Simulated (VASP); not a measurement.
Input:

```
CELL_PARAMETERS angstrom
      3.82347     0.00000     0.00000
      0.00000     3.82347     0.00000
      0.00000     0.00000     3.82347
ATOMIC_POSITIONS crystal
  Cu 0.00000 0.50000 0.50000
  Cu 0.50000 0.00000 0.50000
  Cu 0.50000 0.50000 0.00000
  Au 0.00000 0.00000 0.00000
```

Calculation: PW91 GGA, VASP's PBE PAW potentials (set 64) (plane waves; VASP). Settings: 520 eV cut-off, 8×8×8 Γ-centred mesh, first-order Methfessel-Paxton smearing of 0.10 eV, potentials Cu Au.

Unless said otherwise, spin-orbit coupling is left out, though it shifts the bands of the heavy elements here.

### Question
Predict the energy per atom (σ→0), pressure, band gap (on the k-mesh) with the smallest direct gap where there is one.

### Answer

```
Quantity                                                     Value
------------------------  ----------------------------------------
band gap (on the k-mesh)  none (metal, semimetal or under 0.01 eV)
energy per atom (σ→0)                               -3650 meV/atom
pressure                                                 -3.37 GPa
```

Total energies compare only between runs with the same potentials, cut-off and functional.

The compound is Cu3Au in the L1_2 structure. This cell is one point of a volume scan, at 1.03 of the reference volume.
